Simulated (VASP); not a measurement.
# Quasiparticle energies of NaCl in VASP

Aim: the quasiparticle gap of NaCl, and what it costs to get it. The cell is of the rock-salt type, one of the forms listed for this formula, which need not be the common one. The start is a cell from a database of measured crystal structures.

Method: PBE; plane waves and PAW (Na_sv_GW, Cl_GW), in the first sound run; inputs show where later runs differ, in VASP 6.6.1.

The database entry behind the starting cell differs from later determinations by our own check (an axis about 0.4 % short against later determinations), so it need not match the best structure at ambient conditions.

### Step 1. Set-up

The structure is cubic, space group Fm-3m (No. 225). Conventional cell: a = 5.620 Å, b = 5.620 Å, c = 5.620 Å, α = 90.00°, β = 90.00°, γ = 90.00°. Na has 6 Cl at 2.81 Å nearest. Nearest to Cl lie 6 Na at 2.81 Å. Farther neighbours and most contacts between anions are not listed.

### Step 2. Ground state

The orbitals come from a self-consistent PBE run with a tight EDIFF and a narrow smearing. KPOINTS_OPT adds the bands along a path, which shows whether the mesh holds the band edges.

Input file INCAR:

```
SYSTEM = NaCl
PREC = Accurate
ENCUT = 400
EDIFF = 1E-08
NELM = 100
ISMEAR = 0
SIGMA = 0.01
LREAL = .FALSE.
ALGO = Normal
GGA = PE
NBANDS = 14
LORBIT = 11
LWAVE = .TRUE.
LCHARG = .FALSE.
KPAR = 8
```

Input file POSCAR:

```
NaCl
1.0
    0.0000000000      2.8100000000      2.8100000000
    2.8100000000      0.0000000000      2.8100000000
    2.8100000000      2.8100000000      0.0000000000
Na Cl
1 1
Direct
    0.0000000000      0.0000000000      0.0000000000
    0.5000000000      0.5000000000      0.5000000000
```

Input file KPOINTS:

```
Automatic mesh
0
Gamma
6 6 6
0 0 0
```

Input file KPOINTS_OPT:

```
Line mode
12
Line-mode
Reciprocal
  0.00000000   0.00000000   0.00000000 GAMMA
  0.50000000   0.00000000   0.50000000 X

  0.50000000   0.00000000   0.50000000 X
  0.50000000   0.25000000   0.75000000 W

  0.50000000   0.25000000   0.75000000 W
  0.37500000   0.37500000   0.75000000 K

  0.37500000   0.37500000   0.75000000 K
  0.00000000   0.00000000   0.00000000 GAMMA

  0.00000000   0.00000000   0.00000000 GAMMA
  0.50000000   0.50000000   0.50000000 L

  0.50000000   0.50000000   0.50000000 L
  0.62500000   0.25000000   0.62500000 U

  0.62500000   0.25000000   0.62500000 U
  0.50000000   0.25000000   0.75000000 W

  0.50000000   0.25000000   0.75000000 W
  0.50000000   0.50000000   0.50000000 L

  0.50000000   0.50000000   0.50000000 L
  0.37500000   0.37500000   0.75000000 K

  0.62500000   0.25000000   0.62500000 U
  0.50000000   0.00000000   0.50000000 X
```

Potentials, in the order of the species: Na_sv_GW and Cl_GW (PBE family, release 64).

On the command line:

```console
$ mpirun -np 8 vasp_std
```

The program printed:

```text
[banner, memory and clock lines left out]
running    8 mpi-ranks, on    1 nodes
 distrk:  each k-point on    1 cores,    8 groups
 distr:  one band on    1 cores,    1 groups

 POSCAR found type information on POSCAR NaCl
 POSCAR found :  2 types and       2 ions
|                                                                             |
|           W    W    AA    RRRRR   N    N  II  N    N   GGGG   !!!           |
|           W    W   A  A   R    R  NN   N  II  NN   N  G    G  !!!           |
|           W    W  A    A  R    R  N N  N  II  N N  N  G       !!!           |
|           W WW W  AAAAAA  RRRRR   N  N N  II  N  N N  G  GGG   !            |
|           WW  WW  A    A  R   R   N   NN  II  N   NN  G    G                |
|           W    W  A    A  R    R  N    N  II  N    N   GGGG   !!!           |
|                                                                             |
|     For optimal performance we recommend to set                             |
|       NCORE = 2 up to number-of-cores-per-socket                            |
|     NCORE specifies how many cores store one orbital (NPAR=cpu/NCORE).      |
|     This setting can greatly improve the performance of VASP for DFT.       |
|     The default, NCORE=1 might be grossly inefficient on modern             |
|     multi-core architectures or massively parallel machines. Do your        |
|     Unfortunately you need to use the default for GW and RPA                |
|     calculations (for HF NCORE is supported but not extensively tested      |
|     yet).                                                                   |
|                                                                             |

 LDA part: xc-table for (Slater+PW92), standard interpolation
 POSCAR, INCAR and KPOINTS ok, starting setup
 FFT: planning ... GRIDC
 FFT: planning ... GRID_SOFT
 FFT: planning ... GRID
 WAVECAR not read
 entering main loop
       N       E                     dE             d eps       ncg     rms          rms(c)
DAV:   1     0.121242371715E+03    0.12124E+03   -0.68763E+03   448   0.899E+02
DAV:   2    -0.268282643988E+01   -0.12393E+03   -0.11613E+03   496   0.290E+02
DAV:   3    -0.878486932774E+01   -0.61020E+01   -0.60481E+01   586   0.623E+01
DAV:   4    -0.898257335595E+01   -0.19770E+00   -0.19760E+00   646   0.117E+01
DAV:   5    -0.898528517395E+01   -0.27118E-02   -0.27117E-02   602   0.142E+00    0.159E+00
DAV:   6    -0.885161800902E+01    0.13367E+00   -0.18111E-01   568   0.340E+00    0.758E-01
DAV:   7    -0.884468719399E+01    0.69308E-02   -0.50004E-02   646   0.149E+00    0.400E-01
DAV:   8    -0.885013014290E+01   -0.54429E-02   -0.77990E-03   508   0.863E-01    0.442E-02
DAV:   9    -0.885018651755E+01   -0.56375E-04   -0.18019E-04   580   0.162E-01    0.213E-02
DAV:  10    -0.885025413880E+01   -0.67621E-04   -0.65983E-05   508   0.539E-02    0.246E-03
DAV:  11    -0.885025547118E+01   -0.13324E-05   -0.25676E-06   544   0.130E-02    0.102E-03
DAV:  12    -0.885025584387E+01   -0.37269E-06   -0.58302E-07   556   0.634E-03    0.113E-03
DAV:  13    -0.885025568103E+01    0.16284E-06   -0.12252E-07   556   0.401E-03    0.536E-05
DAV:  14    -0.885025566501E+01    0.16021E-07   -0.22737E-09   380   0.604E-04    0.236E-05
DAV:  15    -0.885025566382E+01    0.11926E-08   -0.40353E-10   326   0.232E-04
   1 F= -.88502557E+01 E0= -.88502557E+01  d E =-.169315E-61
 Start KPOINTS_OPT (optional k-point list driver)
k-point batch [1-16\120]
       N       E                     dE             ncg
DAV:   1    -0.218304821953E+04   -0.74713E+04      448
DAV:   2    -0.414239651207E+04   -0.19593E+04      502
DAV:   3    -0.424120687282E+04   -0.98810E+02      592
DAV:   4    -0.424400969216E+04   -0.28028E+01      574
DAV:   5    -0.424412585471E+04   -0.11616E+00      618
DAV:   6    -0.424413071910E+04   -0.48644E-02      604
DAV:   7    -0.424413077369E+04   -0.54593E-04      624
DAV:   8    -0.424413077471E+04   -0.10231E-05      628
DAV:   9    -0.424413077472E+04   -0.99817E-08      458
[...]
k-point batch [113-120\120]
       N       E                     dE             ncg
DAV:   1     0.312709457085E+04   -0.52553E+04      224
DAV:   2     0.224143426140E+04   -0.88566E+03      260
DAV:   3     0.220400521936E+04   -0.37429E+02      272
DAV:   4     0.220283688296E+04   -0.11683E+01      324
DAV:   5     0.220280124253E+04   -0.35640E-01      314
DAV:   6     0.220280062332E+04   -0.61921E-03      330
DAV:   7     0.220280060918E+04   -0.14141E-04      320
DAV:   8     0.220280060903E+04   -0.15449E-06      330
DAV:   9     0.220280060902E+04   -0.15793E-08      226
 writing wavefunctions
```

It took 8.2 s on 8 MPI ranks of Intel Xeon Platinum 8259CL at 2.50GHz (Skylake/Cascade Lake), shared host; peak memory 1.3 GiB.

Lines that name or quote the potential files are left out of all logs, and their timing lines are given in words.

Parts of OUTCAR (step 2):

```text
ion  position               nearest neighbor table
   1  0.000  0.000  0.000-
   2  0.500  0.500  0.500-

  LATTYP: Found a face centered cubic cell.
 ALAT       =     5.6200000000

 Subroutine GETGRP returns: Found 48 space group operations
 (whereof 48 operations were pure point group operations)

The static configuration has the point symmetry O_h .

 Found     16 irreducible k-points:

   k-points           NKPTS =     16   k-points in BZ     NKDIM =     16   number of bands    NBANDS=     14

   dimension x,y,z NGX =    28 NGY =   28 NGZ =   28
   dimension x,y,z NGXF=    56 NGYF=   56 NGZF=   56

   ENCUT  =  400.0 eV  29.40 Ry    5.42 a.u.   6.48  6.48  6.48*2*pi/ulx,y,z

   NELECT =      16.0000    total number of electrons

 k-points in reciprocal lattice and weights: Automatic mesh
   0.00000000  0.00000000  0.00000000       0.005
   0.16666667  0.00000000  0.00000000       0.037
   0.33333333  0.00000000  0.00000000       0.037
   0.50000000  0.00000000  0.00000000       0.019
   0.16666667  0.16666667  0.00000000       0.028
   0.33333333  0.16666667  0.00000000       0.111
   0.50000000  0.16666667  0.00000000       0.111
  -0.33333333  0.16666667  0.00000000       0.111
  -0.16666667  0.16666667  0.00000000       0.056
[...]
-0.33333333  0.33333333  0.16666667       0.111
  -0.33333333  0.50000000  0.16666667       0.056

 average (electrostatic) potential at core
       1 -55.7846       2 -84.2179

 E-fermi :  -0.7601

 k-point     1 :       0.0000    0.0000    0.0000
  band No.  band energies     occupation
    ...
      4     -21.6720      2.00000
      5     -13.5584      2.00000
      6      -0.8754      2.00000
      7      -0.8754      2.00000
      8      -0.8754      2.00000
      9       4.2803      0.00000
     10      10.1739      0.00000
     11      10.1739      0.00000
     12      10.1739      0.00000
     13      12.2606      0.00000
    ...

 k-point     2 :       0.1667    0.0000    0.0000
  band No.  band energies     occupation
    ...
      4     -21.6730      2.00000
      5     -13.4759      2.00000
      6      -1.4842      2.00000
      7      -0.9458      2.00000
      8      -0.9458      2.00000
      9       5.0980      0.00000
     10       9.4182      0.00000
     11      10.4557      0.00000
     12      10.4557      0.00000
     13      11.9738      0.00000
    ...

 k-point     3 :       0.3333    0.0000    0.0000
  band No.  band energies     occupation
    ...
      4     -21.6742      2.00000
      5     -13.3037      2.00000
      6      -2.4278      2.00000
      7      -1.0802      2.00000
      8      -1.0802      2.00000
      9       6.2036      0.00000
     10       9.2425      0.00000
     11      10.2717      0.00000
     12      10.2717      0.00000
     13      13.0548      0.00000
    ...

  Total        0.0205003      0.0205003      0.0205003     -0.0000000      0.0000000      0.0000000
  in kB        0.7401521      0.7401521      0.7401521     -0.0000000      0.0000000      0.0000000
  external PRESSURE =       0.7401521 kB  Pullay stress =       0.0000000 kB

  energy-cutoff  :      400.00
  volume of cell :       44.38
      direct lattice vectors                 reciprocal lattice vectors
     0.000000000  2.810000000  2.810000000    -0.177935943  0.177935943  0.177935943
     2.810000000  0.000000000  2.810000000     0.177935943 -0.177935943  0.177935943
     2.810000000  2.810000000  0.000000000     0.177935943  0.177935943 -0.177935943

 POSITION                                       TOTAL-FORCE (eV/Angst)
 -----------------------------------------------------------------------------------
      0.00000      0.00000      0.00000         0.000000      0.000000      0.000000
      2.81000      2.81000      2.81000        -0.000000     -0.000000     -0.000000
 -----------------------------------------------------------------------------------
    total drift:                                0.000000      0.000000      0.000000

  FREE ENERGIE OF THE ION-ELECTRON SYSTEM (eV)
  ---------------------------------------------------
  free  energy   TOTEN  =        -8.8502556638 eV

  energy  without entropy=       -8.8502556638  energy(sigma->0) =       -8.85025566

 total charge
# of ion       s       p       d       tot
------------------------------------------
    1        2.002   5.984   0.016   8.002
    2        1.570   3.537   0.002   5.109
--------------------------------------------------
tot          3.572   9.521   0.018  13.111

[... 3 further parts left out ...]
```

Numbers from this step:

```
free energy (TOTEN)               : -8.850 eV
Fermi energy                      : -0.7601 eV
pressure                          : 0.07402 GPa
least gap on mesh and path        : 5.156 eV
least direct gap on mesh and path : 5.156 eV
```

The highest empty bands on the path are converged less tightly, to about 0.1 eV. Electronic bands along the path, in eV, zero at the valence-band top; v1 is the highest filled band, c1 the lowest empty one:

| point | v3 | v2 | v1 | c1 | c2 | c3 | c4 |
| --- | --- | --- | --- | --- | --- | --- | --- |
| Γ | 0.00 | 0.00 | 0.00 | 5.16 | 11.05 | 11.05 | 11.05 |
| 0.45 of the way | -0.96 | -0.28 | -0.28 | 6.90 | 9.28 | 11.04 | 12.19 |
| X | -1.69 | -0.61 | -0.61 | 7.56 | 8.04 | 11.40 | 14.88 |
| 0.45 of the way | -1.58 | -0.77 | -0.68 | 7.99 | 8.45 | 10.97 | 12.94 |
| W | -1.21 | -1.21 | -0.76 | 8.85 | 9.70 | 9.70 | 11.37 |
| 0.55 of the way | -1.38 | -1.12 | -0.61 | 8.52 | 9.12 | 10.36 | 12.02 |
| K | -1.43 | -1.13 | -0.50 | 8.24 | 9.04 | 10.59 | 12.75 |
| 0.45 of the way | -1.33 | -0.56 | -0.19 | 7.59 | 9.64 | 10.55 | 11.79 |
| Γ | 0.00 | 0.00 | 0.00 | 5.16 | 11.05 | 11.05 | 11.05 |
| 0.45 of the way | -0.98 | -0.12 | -0.12 | 6.46 | 10.05 | 11.36 | 11.36 |
| L | -1.95 | -0.27 | -0.27 | 7.28 | 10.72 | 10.92 | 10.92 |
| 0.55 of the way | -1.70 | -0.76 | -0.37 | 8.18 | 9.67 | 10.38 | 11.66 |
| U | -1.43 | -1.13 | -0.50 | 8.24 | 9.04 | 10.59 | 12.75 |
| 0.55 of the way | -1.36 | -1.12 | -0.65 | 8.61 | 9.17 | 10.27 | 11.85 |
| W | -1.21 | -1.21 | -0.76 | 8.85 | 9.70 | 9.70 | 11.37 |
| 0.45 of the way | -1.63 | -0.84 | -0.45 | 8.50 | 9.44 | 10.20 | 11.78 |
| L | -1.95 | -0.27 | -0.27 | 7.28 | 10.72 | 10.92 | 10.92 |
| 0.45 of the way | -1.78 | -0.63 | -0.35 | 7.97 | 9.88 | 10.50 | 11.45 |
| K | -1.43 | -1.13 | -0.50 | 8.24 | 9.04 | 10.59 | 12.75 |
| jump to U | -1.43 | -1.13 | -0.50 | 8.24 | 9.04 | 10.59 | 12.75 |
| 0.45 of the way | -1.61 | -0.80 | -0.57 | 7.83 | 8.37 | 11.11 | 13.62 |
| X | -1.69 | -0.61 | -0.61 | 7.56 | 8.04 | 11.40 | 14.88 |

Of the projections kept (Na, Cl), the largest for each band there, as a share of the weight inside these atoms' spheres; weight between the spheres isn't counted:

| point | v3 | v2 | v1 | c1 | c2 | c3 | c4 |
| --- | --- | --- | --- | --- | --- | --- | --- |
| Γ | Cl 0.99 | Cl 0.99 | Cl 0.99 | Cl 0.85 | Cl 0.79 | Cl 0.79 | Cl 0.79 |
| X | Cl 0.95 | Cl 0.97 | Cl 0.97 | Cl 0.70 | Cl 0.73 | Cl 0.81 | Na 0.50 |
| W | Cl 0.96 | Cl 0.96 | Cl 0.99 | Cl 0.78 | Cl 0.83 | Cl 0.83 | Na 0.52 |
| K | Cl 0.95 | Cl 0.98 | Cl 0.98 | Cl 0.64 | Cl 0.85 | Cl 0.83 | Cl 0.60 |
| Γ | Cl 0.99 | Cl 0.99 | Cl 0.99 | Cl 0.85 | Cl 0.79 | Cl 0.79 | Cl 0.79 |
| L | Cl 0.98 | Cl 0.99 | Cl 0.99 | Cl 0.60 | Cl 0.90 | Cl 0.58 | Cl 0.58 |

The electronic bands as a text plot (rows in eV, shown from -2.0 to 10.9 only):

```
   10.7 |++  +++    +   ++   +  ++ ++   +++++  ++     +++++  ++
   10.1 |  +         + +  + +  +     +++   ++++  +  +++   +++
    9.6 |   +        ++   +++++              +   +++ +     ++
    9.0 |    +      ++++++                    +++ +++        +
    8.5 |     ++   ++  +++++                 +++++          ++++
    8.0 |      +++++        +               +        ++   ++  +++
    7.4 |    ++ +++          +          ++++           +++      +
    6.9 |                     +       ++
    6.4 |   +                        +
    5.8 |  +                   ++   +
    5.3 |++                      +++
    4.8 |
    4.2 |
    3.7 |
    3.1 |
    2.6 |
    2.1 |
    1.5 |
    1.0 |
    0.5 |
   -0.1 |****              *****************           ****
   -0.6 |  **************** ****    **     *************  *******
   -1.1 |    **     ******** **       *      ********       ***
   -1.7 |      ******   *****          *********    ********* ***
         Γ       X    W  K        Γ      L     U  W     L   K|U X
```

The cell has a gap of 5.16 eV on mesh and path.

### Step 3. Empty bands, functional PBE

The next step needs empty bands that the ground-state run didn't converge, so the Hamiltonian is diagonalised exactly for NBANDS bands, in a single step. LOPTICS writes the k-derivatives of the orbitals (WAVEDER), which give the long-wavelength limit of the screening.

Input file INCAR:

```
SYSTEM = NaCl
PREC = Accurate
ENCUT = 400
ISMEAR = 0
SIGMA = 0.01
LREAL = .FALSE.
GGA = PE
NBANDS = 288
ALGO = Exact
NELM = 1
LWAVE = .TRUE.
LCHARG = .FALSE.
LOPTICS = .TRUE.
NEDOS = 1000
CSHIFT = 0.1
```

POSCAR is that of step 2.

KPOINTS is that of step 2.

On the command line:

```console
$ mpirun -np 8 vasp_std
```

The program printed:

```text
[banner, memory and clock lines left out]
running    8 mpi-ranks, on    1 nodes
 distrk:  each k-point on    8 cores,    1 groups
 distr:  one band on    1 cores,    8 groups

 POSCAR found type information on POSCAR NaCl
 POSCAR found :  2 types and       2 ions
 [... a notice as in an earlier step ...]

 LDA part: xc-table for (Slater+PW92), standard interpolation
 found WAVECAR, reading the header
  number of bands has changed, file:    14 present:   288
  trying to continue reading WAVECAR, but it might fail
 POSCAR, INCAR and KPOINTS ok, starting setup
 FFT: planning ... GRIDC
 FFT: planning ... GRID_SOFT
 FFT: planning ... GRID
 reading WAVECAR
 random initialization beyond band           14
 the WAVECAR file was read successfully
 initial charge from wavefunction
 entering main loop
       N       E                     dE             d eps       ncg     rms          rms(c)
DIA:   1    -0.885025566488E+01   -0.88503E+01    0.00000E+00     0   0.000E+00
   1 F= -.88502557E+01 E0= -.88502557E+01  d E =-.112256E-28
 writing wavefunctions
 optical routines
 imaginary and real dielectric function
 recalculating local potential from charge density
 direction            1
 direction            2
 direction            3
```

Run time: 7.6 s. Hardware: 8 MPI ranks; peak memory 1.2 GiB; 49 s of CPU time.

Parts of OUTCAR (step 3):

```text
The static configuration has the point symmetry O_h .

 Found     16 irreducible k-points:

   k-points           NKPTS =     16   k-points in BZ     NKDIM =     16   number of bands    NBANDS=    288

   NELECT =      16.0000    total number of electrons

 E-fermi :  -0.7997

 k-point     1 :       0.0000    0.0000    0.0000
  band No.  band energies     occupation
    ...
      4     -21.6719      2.00000
      5     -13.5584      2.00000
      6      -0.8754      2.00000
      7      -0.8754      2.00000
      8      -0.8754      2.00000
      9       4.2803      0.00000
     10      10.1739      0.00000
     11      10.1739      0.00000
     12      10.1739      0.00000
     13      12.2606      0.00000
    ...

 k-point     2 :       0.1667    0.0000    0.0000
  band No.  band energies     occupation
    ...
      4     -21.6729      2.00000
      5     -13.4760      2.00000
      6      -1.4842      2.00000
      7      -0.9458      2.00000
      8      -0.9458      2.00000
      9       5.0980      0.00000
     10       9.4182      0.00000
     11      10.4557      0.00000
     12      10.4557      0.00000
     13      11.9738      0.00000
    ...

  Total        0.0200614      0.0200614      0.0200614      0.0000000     -0.0000000     -0.0000000
  in kB        0.7243064      0.7243064      0.7243064      0.0000000     -0.0000000     -0.0000000
  external PRESSURE =       0.7243064 kB  Pullay stress =       0.0000000 kB

  FREE ENERGIE OF THE ION-ELECTRON SYSTEM (eV)
  ---------------------------------------------------
  free  energy   TOTEN  =        -8.8502556649 eV

  energy  without entropy=       -8.8502556649  energy(sigma->0) =       -8.85025566

 plasma frequency squared (from intraband transitions) (eV^2)
  --------------------------------------------------------------------------------------
       0.000      -0.000      -0.000
      -0.000       0.000      -0.000
      -0.000      -0.000       0.000

[... 13 parts as in an earlier step ...]
```

The gap is read on the k-mesh alone, so it is an upper bound where the band edges lie off the mesh, and a coarse mesh can show a gap where there is none.

Numbers from this step:

- gap on the k-mesh: 5.156 eV
- least direct gap on the k-mesh: 5.156 eV

WAVECAR now holds 288 bands for 16 electrons. Its independent-particle dielectric tensor has xx, yy, zz = 2.8, 2.8, 2.8 on this mesh. It isn't tested for convergence in mesh or bands and lacks local fields, and at a small direct gap a coarse mesh makes it too large, which overscreens the GW step.

(Continued in part 2 of 6.)

[Lines on the potential files, build, host, timing and source positions are cut from VASP's logs without a mark.]

[Logs are printed without paths, hosts, clocks, repeated set-up lines and the standing remarks that a program may print on its own settings, such as how far it seeks lower states.]

[Hosts, paths, dates, database ids (printed as entryN), source tags and the programs' standing remarks are cut or masked in the printed files.]

[Pressures printed for these runs are not shown converged in the cutoff: they can be off by several GPa and have the wrong sign.]

[In band tables of VASP the shares of atoms and orbitals are scaled to a sum of 1 inside the atoms' spheres.]
